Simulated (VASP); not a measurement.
Energy against volume of AgCl (rock salt). Level of theory: optB88-vdW, VASP's PBE PAW potentials (set 64) (plane waves; VASP). Run with 520 eV cut-off, 8×8×8 Γ-centred mesh, Gaussian smearing of 0.050 eV, potentials Ag Cl.

```csv
V (Å³/atom),E (eV/atom)
20.796,-0.36349
21.439,-0.36722
22.082,-0.36486
22.726,-0.35753
```

Question: Fit these four points and predict the energy of the run at 20.153 Å³/atom.

Answer: A cubic in V^(−2/3), the third-order Birch-Murnaghan form, passes through the four points with V0 = 21.49 Å³/atom and B0 = 50 GPa, and gives -0.3523 eV/atom there. The run gave -0.3525 eV/atom, -0.2 meV/atom from the fit; all five points give B0 = 49 GPa.

The compound is AgCl in the rock salt structure. It was relaxed first.
